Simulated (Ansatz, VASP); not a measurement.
# AlRh (Rh-Al-Al-Rh stack, (111) layers) in two plane-wave programs, part 2 of 3

Aim: how closely do two programs agree when they are given the same cell, functional and k mesh? The cell is taken from a series of runs on this material, whose earlier steps may have relaxed, scaled, displaced or heated it; both programs get it as it stands.

VASP 6.6.1 and Ansatz 0.2.0.

So far: Set-up; Ansatz: zone-centre phonons, PBEsol.

### 3. VASP: zone-centre phonons, PBEsol

Level of this step: PBEsol; plane waves and PAW (Rh_pv, Al) (VASP).

The same cell, functional, mesh and smearing now go to VASP, with its own data sets.

Lines of VASP's logs that name or quote its potential files are left out, and so is its time.

Contents of INCAR:

```
SYSTEM = AlRh
PREC = Accurate
ENCUT = 500
EDIFF = 1E-08
NELM = 120
ISMEAR = 1
SIGMA = 0.2
LREAL = .FALSE.
ALGO = Normal
GGA = PS
NBANDS = 24
LASPH = .TRUE.
LORBIT = 11
LWAVE = .FALSE.
LCHARG = .FALSE.
ISIF = 2
IBRION = 8
GGA_COMPAT = .FALSE.
NELMDL = -8
KPAR = 2
```

Contents of POSCAR:

```
AlRh
1.0
    2.7899082313      0.0000000000      0.0000000000
   -1.3949541157      2.4161314025      0.0000000000
    0.0000000000      0.0000000000     37.8296148056
Rh Al
2 2
Direct
    0.0000000000      0.0000000000      0.1593163486
    0.0000000000      0.0000000000      0.3168928355
    0.3333333333      0.6666666667      0.2076674054
    0.6666666667      0.3333333333      0.2685417787
```

Contents of KPOINTS:

```
Automatic mesh
0
Gamma
6 6 1
0 0 0
```

PAW data sets: Rh_pv and Al (PBE family, release 64).

Run with:

```bash
> mpirun -np 2 vasp_std
```

What it wrote:

```text
[banner, memory and clock lines left out]
running    2 mpi-ranks, on    1 nodes
 distrk:  each k-point on    1 cores,    2 groups
 distr:  one band on    1 cores,    1 groups

 POSCAR found type information on POSCAR RhAl
 POSCAR found :  2 types and       4 ions
|                                                                             |
|               ----> ADVICE to this user running VASP <----                  |
|                                                                             |
|     You enforced a specific xc type in the INCAR file but a different       |
|     [... a line on the potential file left out ...]
|     I HOPE YOU KNOW WHAT YOU ARE DOING!                                     |
|                                                                             |

 LDA part: xc-table for (Slater+PW92), standard interpolation
 POSCAR, INCAR and KPOINTS ok, starting setup
 FFT: planning ... GRIDC
 FFT: planning ... GRID_SOFT
 FFT: planning ... GRID
 WAVECAR not read
 entering main loop
       N       E                     dE             d eps       ncg     rms          rms(c)
DAV:   1     0.217507624433E+03    0.21751E+03   -0.19579E+04   448   0.116E+03
DAV:   2    -0.188185568249E+02   -0.23633E+03   -0.22851E+03   416   0.288E+02
DAV:   3    -0.266525410008E+02   -0.78340E+01   -0.74881E+01   424   0.515E+01
DAV:   4    -0.268164154633E+02   -0.16387E+00   -0.16379E+00   536   0.722E+00
DAV:   5    -0.268188595733E+02   -0.24441E-02   -0.24441E-02   472   0.777E-01
DAV:   6    -0.268190200168E+02   -0.16044E-03   -0.16044E-03   536   0.165E-01
DAV:   7    -0.268190226038E+02   -0.25871E-05   -0.25868E-05   464   0.170E-02
DAV:   8    -0.268190228886E+02   -0.28476E-06   -0.28455E-06   536   0.354E-03    0.137E+01
DAV:   9    -0.265529323469E+02    0.26609E+00   -0.18394E+01   416   0.336E+01    0.748E+00
DAV:  10    -0.250186831784E+02    0.15342E+01   -0.10768E+01   360   0.229E+01    0.526E+00
DAV:  11    -0.244538840491E+02    0.56480E+00   -0.12320E+00   392   0.831E+00    0.101E+00
DAV:  12    -0.244409339509E+02    0.12950E-01   -0.60969E-02   416   0.163E+00    0.521E-01
DAV:  13    -0.244360129935E+02    0.49210E-02   -0.11818E-02   400   0.700E-01    0.363E-01
DAV:  14    -0.244386009853E+02   -0.25880E-02   -0.17671E-02   368   0.896E-01    0.622E-01
[...]
DAV:  25    -0.244339053318E+02   -0.61076E-05   -0.22562E-07   328   0.111E-03    0.335E-04
DAV:  26    -0.244339077034E+02   -0.23715E-05   -0.85934E-08   304   0.529E-04    0.307E-04
DAV:  27    -0.244339084218E+02   -0.71844E-06   -0.11309E-08   280   0.325E-04    0.354E-05
DAV:  28    -0.244339086792E+02   -0.25746E-06   -0.25594E-09   264   0.137E-04    0.748E-05
DAV:  29    -0.244339088532E+02   -0.17399E-06   -0.34885E-10   296   0.153E-04    0.410E-05
DAV:  30    -0.244339088815E+02   -0.28241E-07    0.56686E-10   296   0.541E-05    0.156E-05
DAV:  31    -0.244339089253E+02   -0.43862E-07    0.45384E-10   304   0.425E-05    0.955E-06
DAV:  32    -0.244339089327E+02   -0.73687E-08    0.61694E-10   280   0.227E-05
   1 F= -.24433909E+02 E0= -.24418744E+02  d E =-.454951E-01
 Linear response reoptimize wavefunctions to high precision
DAV:   1    -0.244339089369E+02   -0.42246E-08    0.60243E-10   288   0.179E-05
DAV:   2    -0.244339089369E+02   -0.18190E-10    0.63353E-10   272   0.101E-05
 Linear response DOF=           4
 Linear response progress:
  Degree of freedom:   1/  4
       N       E                     dE             d eps       ncg     rms          rms(c)
RMM:   1    -0.351255965662E+00   -0.35126E+00    0.25334E+01   977   0.672E+01
RMM:   2    -0.483929015226E+00   -0.13267E+00   -0.16086E-01  1427   0.290E+00    0.113E-01
RMM:   3    -0.484368389856E+00   -0.43937E-03   -0.30780E-03  1642   0.346E-01    0.636E-02
RMM:   4    -0.483522041770E+00    0.84635E-03   -0.43674E-04  1649   0.133E-01    0.341E-02
RMM:   5    -0.483653616091E+00   -0.13157E-03   -0.79527E-05  1640   0.535E-02    0.213E-01
RMM:   6    -0.483444599830E+00    0.20902E-03   -0.32312E-05  1581   0.363E-02    0.999E-03
RMM:   7    -0.483449167831E+00   -0.45680E-05   -0.61231E-06  1614   0.147E-02    0.734E-03
RMM:   8    -0.483451618087E+00   -0.24503E-05   -0.32221E-06  1684   0.898E-03    0.606E-03
RMM:   9    -0.483453948189E+00   -0.23301E-05   -0.11526E-06  1632   0.503E-03    0.121E-03
RMM:  10    -0.483457685340E+00   -0.37372E-05    0.24439E-07  1770   0.193E-03    0.121E-03
RMM:  11    -0.483459258923E+00   -0.15736E-05   -0.32419E-07  1731   0.108E-03    0.915E-05
RMM:  12    -0.483459154610E+00    0.10431E-06    0.91066E-08  1862   0.584E-04    0.422E-05
RMM:  13    -0.483459259479E+00   -0.10487E-06   -0.96680E-08  1820   0.356E-04    0.234E-05
RMM:  14    -0.483459240220E+00    0.19259E-07    0.63476E-08  1823   0.245E-04    0.311E-05
RMM:  15    -0.483459250302E+00   -0.10082E-07   -0.53130E-08  1906   0.170E-04    0.625E-06
RMM:  16    -0.483459304691E+00   -0.54389E-07    0.80636E-08  1751   0.127E-04    0.538E-06
RMM:  17    -0.483459352187E+00   -0.47496E-07   -0.36732E-08  1820   0.953E-05    0.242E-06
RMM:  18    -0.483459368544E+00   -0.16357E-07    0.39256E-08  1909   0.725E-05    0.181E-06
RMM:  19    -0.483459400757E+00   -0.32213E-07   -0.31393E-08  1830   0.592E-05    0.664E-07
RMM:  20    -0.483459396889E+00    0.38683E-08    0.13321E-08  1665   0.473E-05    0.109E-06
 first order change of Fermi-energy   0.17607E-03
 force on displaced ion       1 direction 1 :  -2.536   0.000   0.001
 Linear response progress:
  Degree of freedom:   2/  4
       N       E                     dE             d eps       ncg     rms          rms(c)
RMM:   1    -0.521915059539E+00   -0.52192E+00    0.27826E+01   347   0.684E+01
RMM:   2    -0.661110159630E+00   -0.13920E+00   -0.17337E-01   483   0.293E+00    0.269E-01
RMM:   3    -0.669557723735E+00   -0.84476E-02   -0.51899E-03   538   0.435E-01    0.153E+00
RMM:   4    -0.664224786230E+00    0.53329E-02   -0.18905E-03   523   0.315E-01    0.897E-01
RMM:   5    -0.662054884219E+00    0.21699E-02   -0.16525E-03   507   0.231E-01    0.308E-01
RMM:   6    -0.662088380836E+00   -0.33497E-04   -0.76850E-04   502   0.173E-01    0.412E-02
RMM:   7    -0.661824044287E+00    0.26434E-03    0.11567E-05   579   0.503E-02    0.227E-02
RMM:   8    -0.661826096059E+00   -0.20518E-05   -0.90925E-06   557   0.137E-02    0.215E-02
RMM:   9    -0.661780463801E+00    0.45632E-04   -0.91963E-06   577   0.694E-03    0.393E-03
RMM:  10    -0.661778874909E+00    0.15889E-05   -0.32889E-07   573   0.229E-03    0.850E-04
RMM:  11    -0.661779713340E+00   -0.83843E-06   -0.80263E-08   600   0.849E-04    0.698E-04
RMM:  12    -0.661780905852E+00   -0.11925E-05   -0.16002E-07   590   0.310E-04    0.112E-04
RMM:  13    -0.661781585481E+00   -0.67963E-06   -0.13412E-07   593   0.175E-04    0.488E-05
RMM:  14    -0.661782149332E+00   -0.56385E-06    0.38329E-08   605   0.120E-04    0.164E-04
RMM:  15    -0.661782754158E+00   -0.60483E-06   -0.19441E-08   592   0.109E-04    0.112E-04
RMM:  16    -0.661782982051E+00   -0.22789E-06    0.25054E-08   597   0.748E-05    0.186E-05
RMM:  17    -0.661783051142E+00   -0.69091E-07    0.24330E-08   608   0.392E-05    0.579E-06
RMM:  18    -0.661783058362E+00   -0.72196E-08    0.88990E-08   632   0.270E-05    0.296E-06
 first order change of Fermi-energy   0.44658E+00
 force on displaced ion       1 direction 3 :  -0.000  -0.000  -8.988
 Linear response progress:
  Degree of freedom:   3/  4
       N       E                     dE             d eps       ncg     rms          rms(c)
RMM:   1    -0.370371395219E-02   -0.37037E-02   -0.31496E-03  1797   0.423E-01
RMM:   2    -0.350361801433E-02    0.20010E-03   -0.11081E-04  1377   0.673E-02    0.391E-02
RMM:   3    -0.349456128586E-02    0.90567E-05   -0.20119E-05  1505   0.249E-02    0.223E-02
RMM:   4    -0.352345601755E-02   -0.28895E-04   -0.12382E-05  1525   0.204E-02    0.673E-02
RMM:   5    -0.350905423767E-02    0.14402E-04   -0.34483E-06  1465   0.115E-02    0.116E-02
RMM:   6    -0.351175729819E-02   -0.27031E-05   -0.60669E-07  1462   0.381E-03    0.188E-03
RMM:   7    -0.351128309707E-02    0.47420E-06   -0.22080E-07  1545   0.183E-03    0.159E-03
RMM:   8    -0.351126768937E-02    0.15408E-07    0.15925E-08  1445   0.115E-03    0.590E-04
RMM:   9    -0.351112809269E-02    0.13960E-06   -0.10700E-08  1589   0.357E-04    0.290E-04
RMM:  10    -0.351104792152E-02    0.80171E-07   -0.87172E-10  1549   0.151E-04    0.524E-05
RMM:  11    -0.351105875764E-02   -0.10836E-07    0.69444E-10  1590   0.440E-05    0.174E-05
RMM:  12    -0.351106751157E-02   -0.87539E-08   -0.13750E-09  1531   0.174E-05    0.286E-05
 first order change of Fermi-energy  -0.18006E-04
 force on displaced ion       3 direction 1 :  -3.057   0.000  -0.000
 Linear response progress:
  Degree of freedom:   4/  4
       N       E                     dE             d eps       ncg     rms          rms(c)
RMM:   1    -0.247597637493E-01   -0.24760E-01    0.47741E-02   759   0.136E+00
RMM:   2    -0.228756985303E-01    0.18841E-02   -0.43321E-03   498   0.262E-01    0.673E-01
RMM:   3    -0.299536151922E+00   -0.27666E+00   -0.83081E-02   822   0.138E+00    0.900E+00
RMM:   4    -0.452509224110E-01    0.25429E+00   -0.72661E-02   814   0.127E+00    0.159E+00
RMM:   5    -0.238070536600E-01    0.21444E-01   -0.26386E-02   702   0.688E-01    0.217E-01
RMM:   6    -0.232409338328E-01    0.56612E-03   -0.43303E-04   503   0.842E-02    0.334E-02
RMM:   7    -0.231944789517E-01    0.46455E-04    0.41902E-05   551   0.277E-02    0.125E-02
RMM:   8    -0.232012350250E-01   -0.67561E-05    0.91306E-06   554   0.879E-03    0.573E-03
RMM:   9    -0.232064895362E-01   -0.52545E-05    0.10486E-05   551   0.356E-03    0.332E-03
RMM:  10    -0.232084592049E-01   -0.19697E-05    0.12183E-06   543   0.120E-03    0.116E-03
RMM:  11    -0.232073218857E-01    0.11373E-05    0.31498E-06   569   0.746E-04    0.422E-04
RMM:  12    -0.232072721773E-01    0.49708E-07    0.28593E-06   555   0.500E-04    0.512E-04
RMM:  13    -0.232069809709E-01    0.29121E-06   -0.38841E-07   568   0.573E-04    0.320E-04
RMM:  14    -0.232072074116E-01   -0.22644E-06    0.53794E-07   579   0.270E-04    0.131E-04
RMM:  15    -0.232071448754E-01    0.62536E-07   -0.17965E-07   560   0.110E-04    0.407E-05
RMM:  16    -0.232071934407E-01   -0.48565E-07    0.16482E-07   569   0.108E-04    0.414E-05
RMM:  17    -0.232072287768E-01   -0.35336E-07    0.51627E-08   565   0.426E-05    0.275E-05
RMM:  18    -0.232072093891E-01    0.19388E-07    0.12582E-07   564   0.320E-05    0.147E-05
RMM:  19    -0.232072317495E-01   -0.22360E-07   -0.66265E-08   577   0.205E-05    0.547E-06
RMM:  20    -0.232072372842E-01   -0.55347E-08   -0.51085E-09   562   0.141E-05    0.755E-06
 first order change of Fermi-energy  -0.10690E+01
 force on displaced ion       3 direction 3 :  -0.000  -0.000  -9.842
 Linear response finished
```

[end of part 2 of 3]

[Lines on the potential files, build, host, timing and source positions are cut from VASP's logs without a mark.]

[Logs are printed without paths, hosts, clocks, repeated set-up lines and the standing remarks that a program may print on its own settings, such as how far it seeks lower states.]

[Hosts, paths, dates, database ids (printed as entryN), source tags and the programs' standing remarks are cut or masked in the printed files.]
